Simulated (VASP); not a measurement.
Output of a VASP run:

File OSZICAR:
```
...
DAV:   1    -0.530580427040E+03   -0.10917E-02   -0.12361E-01   800   0.879E-01    0.982E-02
RMM:   2    -0.530580573189E+03   -0.14615E-03   -0.28674E-03   712   0.125E-01    0.473E-02
RMM:   3    -0.530580576630E+03   -0.34404E-05   -0.54070E-04   720   0.508E-02    0.272E-02
RMM:   4    -0.530580580127E+03   -0.34967E-05   -0.12332E-04   734   0.222E-02    0.132E-02
RMM:   5    -0.530580582383E+03   -0.22560E-05   -0.19596E-05   449   0.974E-03
   7 F= -.53058058E+03 E0= -.53058058E+03  d E =-.301526E-01  mag=     1.0000
       N       E                     dE             d eps       ncg     rms          rms(c)
DAV:   1    -0.530588339357E+03   -0.77592E-02   -0.10012E+00   736   0.251E+00    0.277E-01
RMM:   2    -0.530589039978E+03   -0.70062E-03   -0.19648E-02   712   0.330E-01    0.126E-01
RMM:   3    -0.530588938030E+03    0.10195E-03   -0.37144E-03   718   0.134E-01    0.677E-02
RMM:   4    -0.530588957862E+03   -0.19832E-04   -0.88009E-04   733   0.586E-02    0.329E-02
RMM:   5    -0.530588973022E+03   -0.15160E-04   -0.14235E-04   738   0.254E-02    0.190E-02
RMM:   6    -0.530588975285E+03   -0.22635E-05   -0.28378E-05   463   0.116E-02
   8 F= -.53058898E+03 E0= -.53058898E+03  d E =-.839290E-02  mag=     1.0000
       N       E                     dE             d eps       ncg     rms          rms(c)
DAV:   1    -0.530589042045E+03   -0.69023E-04   -0.88419E-03   856   0.235E-01    0.266E-02
RMM:   2    -0.530589049009E+03   -0.69646E-05   -0.18231E-04   712   0.317E-02    0.120E-02
RMM:   3    -0.530589048644E+03    0.36516E-06   -0.35431E-05   517   0.129E-02    0.658E-03
RMM:   4    -0.530589048889E+03   -0.24529E-06   -0.68908E-06   426   0.541E-03
   9 F= -.53058905E+03 E0= -.53058905E+03  d E =-.846651E-02  mag=     1.0000
       N       E                     dE             d eps       ncg     rms          rms(c)
DAV:   1    -0.530591339552E+03   -0.22909E-02   -0.39391E-01   752   0.159E+00    0.168E-01
RMM:   2    -0.530591472254E+03   -0.13270E-03   -0.68135E-03   712   0.194E-01    0.748E-02
RMM:   3    -0.530591418776E+03    0.53478E-04   -0.14215E-03   719   0.798E-02    0.374E-02
RMM:   4    -0.530591431107E+03   -0.12330E-04   -0.32842E-04   749   0.347E-02    0.191E-02
RMM:   5    -0.530591434334E+03   -0.32275E-05   -0.40962E-05   528   0.144E-02
  10 F= -.53059143E+03 E0= -.53059143E+03  d E =-.238544E-02  mag=     1.0000
       N       E                     dE             d eps       ncg     rms          rms(c)
DAV:   1    -0.530591435418E+03   -0.43115E-05   -0.66567E-05   760   0.210E-02    0.458E-03
RMM:   2    -0.530591435476E+03   -0.57869E-07   -0.20653E-06   400   0.372E-03    0.276E-03
RMM:   3    -0.530591435438E+03    0.37882E-07   -0.10651E-07   159   0.140E-03    0.171E-03
RMM:   4    -0.530591435430E+03    0.80545E-08   -0.23131E-07   153   0.151E-03
  11 F= -.53059144E+03 E0= -.53059144E+03  d E =-.238654E-02  mag=     1.0000
       N       E                     dE             d eps       ncg     rms          rms(c)
DAV:   1    -0.530592301479E+03   -0.86604E-03   -0.13884E-01   720   0.948E-01    0.937E-02
RMM:   2    -0.530592315738E+03   -0.14259E-04   -0.20126E-03   712   0.105E-01    0.414E-02
RMM:   3    -0.530592292872E+03    0.22866E-04   -0.45319E-04   714   0.445E-02    0.195E-02
RMM:   4    -0.530592299333E+03   -0.64616E-05   -0.10997E-04   732   0.194E-02    0.108E-02
RMM:   5    -0.530592300268E+03   -0.93425E-06   -0.12973E-05   435   0.811E-03
  12 F= -.53059230E+03 E0= -.53059230E+03  d E =-.864838E-03  mag=     1.0000
```

**OUTCAR**
```
------------------------ aborting loop because EDIFF is reached ----------------------------------------
  FORCE on cell =-STRESS in cart. coord.  units (eV):
  Direction    XX          YY          ZZ          XY          YZ          ZX
  --------------------------------------------------------------------------------------
  Total      -12.6726420    -12.3767469    -17.2373359     -0.1645232     -0.0046089      0.0603720
  in kB      -26.8693676    -26.2419914    -36.5477314     -0.3488328     -0.0097720      0.1280047
  external PRESSURE =     -29.8863635 kB  Pullay stress =       0.0000000 kB
  volume of cell :      755.65
      direct lattice vectors                 reciprocal lattice vectors
     4.640980826 -8.038414841  0.000000000     0.107735847 -0.062201318  0.000000000
     4.640980826  8.038414841  0.000000000     0.107735847  0.062201318  0.000000000
     0.000000000  0.000000000 10.127683410     0.000000000  0.000000000  0.098739263
  FREE ENERGIE OF THE ION-ELECTRON SYSTEM (eV)
  ---------------------------------------------------
  free  energy   TOTEN  =      -530.5923002676 eV

  energy  without entropy=     -530.5923002676  energy(sigma->0) =     -530.59230027

 total charge

# of ion       s       p       d       tot
------------------------------------------
    1        0.692   0.965   0.000   1.658
    2        0.700   0.944   0.000   1.644
    3        0.695   0.962   0.000   1.657
    4        0.697   0.958   0.000   1.656
    5        0.692   0.966   0.000   1.658
    6        0.700   0.945   0.000   1.645
    7        0.695   0.962   0.000   1.657
    8        0.695   0.961   0.000   1.657
    9        0.692   0.966   0.000   1.658
   10        0.694   0.967   0.000   1.661
   11        0.695   0.961   0.000   1.655
   12        0.695   0.961   0.000   1.657
   13        0.692   0.966   0.000   1.658
   14        0.694   0.967   0.000   1.661
   15        0.695   0.962   0.000   1.657
   16        0.696   0.964   0.000   1.660
   17        0.694   0.966   0.000   1.660
   18        0.726   0.896   0.000   1.622
   19        0.720   0.945   0.000   1.665
   20        0.696   0.964   0.000   1.660
   21        0.692   0.966   0.000   1.658
   22        0.694   0.967   0.000   1.661
   23        0.695   0.962   0.000   1.657
   24        0.695   0.961   0.000   1.657
   25        0.692   0.966   0.000   1.658
   26        0.700   0.944   0.000   1.644
   27        0.696   0.961   0.000   1.657
   28        0.697   0.959   0.000   1.656
   29        0.694   0.966   0.000   1.661
   30        0.726   0.896   0.000   1.622
   31        0.695   0.962   0.000   1.657
   32        0.696   0.964   0.000   1.659
   33        0.694   0.966   0.000   1.661
   34        0.725   0.895   0.000   1.621
   35        0.695   0.962   0.000   1.657
   36        0.697   0.959   0.000   1.656
   37        0.824   1.724   0.000   2.548
   38        0.825   1.725   0.000   2.550
   39        0.834   1.682   0.000   2.516
   40        0.827   1.724   0.000   2.551
   41        0.824   1.724   0.000   2.548
   42        0.825   1.725   0.000   2.550
   43        0.834   1.683   0.000   2.517
   44        0.825   1.723   0.000   2.548
   45        0.824   1.727   0.000   2.551
   46        0.824   1.726   0.000   2.550
   47        0.825   1.720   0.000   2.545
   48        0.825   1.723   0.000   2.548
...
```
(Selected blocks of OUTCAR.)

File POSCAR:
```
C35Si36
1
    4.6409808260    -8.0384148411     0.0000000000
    4.6409808260     8.0384148411     0.0000000000
    0.0000000000     0.0000000000    10.1276834096
Si C
36 35
Direct
  0.0000000000   0.0000000000   0.0000000000
  0.0000000000   0.0000000000   0.5000000000
  0.2222220000   0.1111110000   0.7501800000
  0.1111110000   0.2222220000   0.2501800000
  0.0000000000   0.3333330000   0.0000000000
  0.0000000000   0.3333330000   0.5000000000
  0.2222220000   0.4444440000   0.7501800000
  0.1111110000   0.5555560000   0.2501800000
  0.0000000000   0.6666670000   0.0000000000
  0.0000000000   0.6666670000   0.5000000000
  0.2222220000   0.7777780000   0.7501800000
  0.1111110000   0.8888890000   0.2501800000
  0.3333330000   0.0000000000   0.0000000000
  0.3333330000   0.0000000000   0.5000000000
  0.5555560000   0.1111110000   0.7501800000
  0.4444440000   0.2222220000   0.2501800000
  0.3333330000   0.3333330000   0.0000000000
  0.3300310000   0.3332480000   0.4969770000
  0.5564400000   0.4404130000   0.7549570000
  0.4444440000   0.5555560000   0.2501800000
  0.3333330000   0.6666670000   0.0000000000
  0.3333330000   0.6666670000   0.5000000000
  0.5555560000   0.7777780000   0.7501800000
  0.4444440000   0.8888890000   0.2501800000
  0.6666670000   0.0000000000   0.0000000000
  0.6666670000   0.0000000000   0.5000000000
  0.8888890000   0.1111110000   0.7501800000
  0.7777780000   0.2222220000   0.2501800000
  0.6666670000   0.3333330000   0.0000000000
  0.6635520000   0.3261800000   0.5007350000
  0.8888890000   0.4444440000   0.7501800000
  0.7777780000   0.5555560000   0.2501800000
  0.6666670000   0.6666670000   0.0000000000
  0.6618640000   0.6617280000   0.5027270000
  0.8888890000   0.7777780000   0.7501800000
  0.7777780000   0.8888890000   0.2501800000
  0.0000000000   0.0000000000   0.8121600000
  0.0000000000   0.0000000000   0.3121600000
  0.2185570000   0.1135390000   0.5656620000
  0.1111110000   0.2222220000   0.0632900000
  0.0000000000   0.3333330000   0.8121600000
  0.0000000000   0.3333330000   0.3121600000
  0.2160780000   0.4405860000   0.5642800000
  0.1111110000   0.5555560000   0.0632900000
  0.0000000000   0.6666670000   0.8121600000
  0.0000000000   0.6666670000   0.3121600000
  0.2222220000   0.7777780000   0.5632900000
  0.1111110000   0.8888890000   0.0632900000
  0.3333330000   0.0000000000   0.8121600000
  0.3333330000   0.0000000000   0.3121600000
  0.5524790000   0.1052940000   0.5598400000
  0.4444440000   0.2222220000   0.0632900000
  0.3282700000   0.3277070000   0.8157270000
  0.3381960000   0.3328560000   0.3101390000
  0.4444440000   0.5555560000   0.0632900000
  0.3333330000   0.6666670000   0.8121600000
  0.3333330000   0.6666670000   0.3121600000
  0.5596090000   0.7761190000   0.5594110000
  0.4444440000   0.8888890000   0.0632900000
  0.6666670000   0.0000000000   0.8121600000
  0.6666670000   0.0000000000   0.3121600000
  0.8888890000   0.1111110000   0.5632900000
  0.7777780000   0.2222220000   0.0632900000
  0.6678280000   0.3297450000   0.8095640000
  0.6648630000   0.3314210000   0.3160910000
  0.8938110000   0.4461390000   0.5644810000
  0.7777780000   0.5555560000   0.0632900000
  0.6624090000   0.6662080000   0.8157370000
  0.6608320000   0.6652390000   0.3090590000
  0.8833370000   0.7735420000   0.5670110000
  0.7777780000   0.8888890000   0.0632900000
```

**Question.** Write an INCAR and KPOINTS that could have produced this output.

**Answer.** Several could match; the one computed here: the input of the run itself, PBE GGA, plane waves, VASP's PBE PAW potentials (set 64).

INCAR:
```
# general
SYSTEM  = C35Si36
PREC    = Normal
ENCUT   = 400   # plane-wave cut-off (eV)
LREAL   = Auto   # projection in real space or not
LASPH   = .True.   # aspherical one-centre terms
ISYM    = 0
NELECT  = 283.0

# electronic loop
EDIFF   = 1E-5   # SCF stop (eV)
NELM    = 100   # most electronic steps
NELMIN  = 4
ALGO    = Fast   # Davidson, then RMM-DIIS

# smearing
ISMEAR  = 0
SIGMA   = 0.05

# functional
GGA     = PE   # PBE

# spin
ISPIN   = 2
MAGMOM  = 71*0.0141
NUPDOWN = 1

# ions
IBRION  = 2
NSW     = 60   # most ionic steps
ISIF    = 2   # forces and stress, cell fixed
EDIFFG  = -0.03

# output
LWAVE   = .True.
LCHARG  = .False.
LORBIT  = 10
```

KPOINTS:
```
K-points
0
gamma
  1 1 1
```

POTCAR, in this order: Si C (PBE.64 set). Program: vasp_gam.

At this cut-off the stress carries a Pulay error, which pulls relaxed volumes low. The cell is charged, with a uniform compensating background. The supercell is sampled at Γ alone, which is coarse: total energies, pressure and levels can be off, energies of defects by several tenths of an eV.

The cell is a supercell with a defect, built from SiC (4h): vac_C, charge +1.
